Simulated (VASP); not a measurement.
Method: optB88-vdW, VASP's PBE PAW potentials (set 64) (plane waves; VASP 6.6.1).

The input files of a VASP run:

**INCAR**
```
SYSTEM = MgI2 monolayer
PREC = Normal
ENCUT = 400
EDIFF = 1E-5
NELM = 100
ALGO = Normal
LREAL = .FALSE.
LASPH = .TRUE.
ISMEAR = 0
SIGMA = 0.05
GGA = BO
PARAM1 = 0.1833333333
PARAM2 = 0.22
LUSE_VDW = .TRUE.
AGGAC = 0.0
LMAXMIX = 4
LWAVE = .TRUE.
LCHARG = .FALSE.
NELMIN = 4
IBRION = 2
ISIF = 4
NSW = 50
EDIFFG = -0.03
```

### POSCAR
```
MgI2 monolayer
1
    4.1758953354     0.0000000000     0.0000000000
   -2.0879476677     3.6164310103     0.0000000000
    0.0000000000     0.0000000000    19.4390493854
I Mg
2 1
Direct
  0.6666670000   0.3333330000   0.4140740000
  0.3333330000   0.6666670000   0.5859260000
  0.0000000000   0.0000000000   0.5000000000
```

### KPOINTS
```
kpoints
0
G
12 12 1
```

POTCAR, in this order: I Mg (PBE.64 set). Program: vasp_std.

What VASP printed:

OUTCAR:
```
 ion  position               nearest neighbor table
   1  0.667  0.333  0.414-   3 2.93   3 2.93   3 2.93
   2  0.333  0.667  0.586-   3 2.93   3 2.93   3 2.93
   3  0.000  0.000  0.500-   1 2.93   2 2.93   2 2.93   1 2.93   1 2.93   2 2.93
  LATTYP: Found a hexagonal cell.
 ALAT       =     4.1758953354
 C/A-ratio  =     4.6550614477
 Subroutine PRICEL returns:
 Original cell was already a primitive cell.
 Subroutine GETGRP returns: Found 12 space group operations
The static configuration has the point symmetry D_3d.
The dynamic configuration has the point symmetry D_3d.
 Subroutine INISYM returns: Found 12 space group operations
 Subroutine IBZKPT returns following result:
 Found     19 irreducible k-points:

 Following reciprocal coordinates:
            Coordinates               Weight
  0.000000  0.000000  0.000000      1.000000
  0.083333  0.000000  0.000000      6.000000
  0.166667  0.000000  0.000000      6.000000
  0.250000  0.000000  0.000000      6.000000
  0.333333  0.000000  0.000000      6.000000
  0.416667 -0.000000  0.000000      6.000000
  0.500000  0.000000  0.000000      3.000000
  0.083333  0.083333  0.000000      6.000000
  0.166667  0.083333  0.000000     12.000000
  0.250000  0.083333  0.000000     12.000000
  0.333333  0.083333  0.000000     12.000000
  0.416667  0.083333  0.000000     12.000000
  0.166667  0.166667  0.000000      6.000000
  0.250000  0.166667  0.000000     12.000000
  0.333333  0.166667  0.000000     12.000000
  0.416667  0.166667  0.000000      6.000000
  0.250000  0.250000  0.000000      6.000000
  0.333333  0.250000  0.000000     12.000000
  0.333333  0.333333  0.000000      2.000000
   k-points           NKPTS =     19   k-points in BZ     NKDIM =     19   number of bands    NBANDS=     12
   number of dos      NEDOS =    301   number of ions     NIONS =      3
   total plane-waves  NPLWV =  38400
...
```

File OSZICAR:
```
       N       E                     dE             d eps       ncg     rms          rms(c)
DAV:   1     0.102004784789E+03    0.10200E+03   -0.39486E+03   456   0.735E+02
DAV:   2     0.934535001239E+01   -0.92659E+02   -0.86204E+02   808   0.127E+02
DAV:   3    -0.204080234672E+01   -0.11386E+02   -0.11313E+02   588   0.581E+01
DAV:   4    -0.240995808191E+01   -0.36916E+00   -0.36884E+00   584   0.128E+01
DAV:   5    -0.242085583954E+01   -0.10898E-01   -0.10897E-01   596   0.257E+00    0.355E+00
DAV:   6    -0.226559836146E+01    0.15526E+00   -0.25738E-01   496   0.265E+00    0.247E+00
DAV:   7    -0.225538033272E+01    0.10218E-01   -0.24148E-01   580   0.269E+00    0.695E-01
DAV:   8    -0.225133478307E+01    0.40455E-02   -0.24231E-02   532   0.874E-01    0.316E-01
DAV:   9    -0.225182504640E+01   -0.49026E-03   -0.25474E-03   572   0.408E-01    0.163E-01
DAV:  10    -0.225182716090E+01   -0.21145E-05   -0.10080E-04   532   0.907E-02    0.674E-02
DAV:  11    -0.225185933415E+01   -0.32173E-04   -0.57426E-05   544   0.509E-02    0.511E-02
DAV:  12    -0.225186465069E+01   -0.53165E-05   -0.71842E-06   348   0.226E-02
   1 F= -.22518647E+01 E0= -.22518647E+01  d E =-.225186E+01
       N       E                     dE             d eps       ncg     rms          rms(c)
DAV:   1    -0.225224680244E+01   -0.38747E-03   -0.95918E-03   500   0.563E-01    0.452E-02
DAV:   2    -0.225222614462E+01    0.20658E-04   -0.29445E-04   520   0.125E-01    0.299E-02
DAV:   3    -0.225219770794E+01    0.28437E-04   -0.43679E-05   496   0.446E-02    0.121E-02
DAV:   4    -0.225218108993E+01    0.16618E-04   -0.29887E-05   516   0.335E-02    0.486E-03
DAV:   5    -0.225217679289E+01    0.42970E-05   -0.22972E-06   344   0.128E-02
   2 F= -.22521768E+01 E0= -.22521768E+01  d E =-.312142E-03
```

File OUTCAR:
```
------------------------ aborting loop because EDIFF is reached ----------------------------------------
  FORCE on cell =-STRESS in cart. coord.  units (eV):
  Direction    XX          YY          ZZ          XY          YZ          ZX
  --------------------------------------------------------------------------------------
  Total       -0.0207207     -0.0207207      0.0668049     -0.0000000      0.0000000     -0.0000000
  in kB       -0.1130864     -0.1130863      0.3645979     -0.0000000      0.0000000     -0.0000000
  external PRESSURE =       0.0461417 kB  Pullay stress =       0.0000000 kB
  volume of cell :      293.57
      direct lattice vectors                 reciprocal lattice vectors
     4.173158357  0.000000000  0.000000000     0.239626660  0.138348533  0.000000000
    -2.086579179  3.614060718  0.000000000    -0.000000000  0.276697067  0.000000000
     0.000000000  0.000000000 19.464556062     0.000000000  0.000000000  0.051375433
 POSITION                                       TOTAL-FORCE (eV/Angst)
 -----------------------------------------------------------------------------------
      2.08658      1.20469      8.05806        -0.000000      0.000000     -0.021236
     -0.00000      2.40938     11.40649         0.000000     -0.000000      0.021236
      0.00000      0.00000      9.73228        -0.000000      0.000000      0.000000
 -----------------------------------------------------------------------------------
    total drift:                                0.000000     -0.000000     -0.000000
  FREE ENERGIE OF THE ION-ELECTRON SYSTEM (eV)
  ---------------------------------------------------
  free  energy   TOTEN  =        -2.2521767929 eV

  energy  without entropy=       -2.2521767929  energy(sigma->0) =       -2.25217679

 reached required accuracy - stopping structural energy minimisation
```
(Selected blocks of OUTCAR.)

File CONTCAR:
```
MgI2 monolayer
   1.00000000000000
     4.1731583570041275    0.0000000000000000    0.0000000000000000
    -2.0865791785020638    3.6140607182943363    0.0000000000000000
     0.0000000000000000    0.0000000000000000   19.4645560615312583
  I               Mg
     2     1
Direct
     0.6666669999999968    0.3333330000000032    0.4139864907775481
     0.3333330000000032    0.6666669999999968    0.5860135092224519
     0.0000000000000000    0.0000000000000000    0.5000000000000000
```

The cell is a sheet with vacuum, built from MgI2 (1T layered).
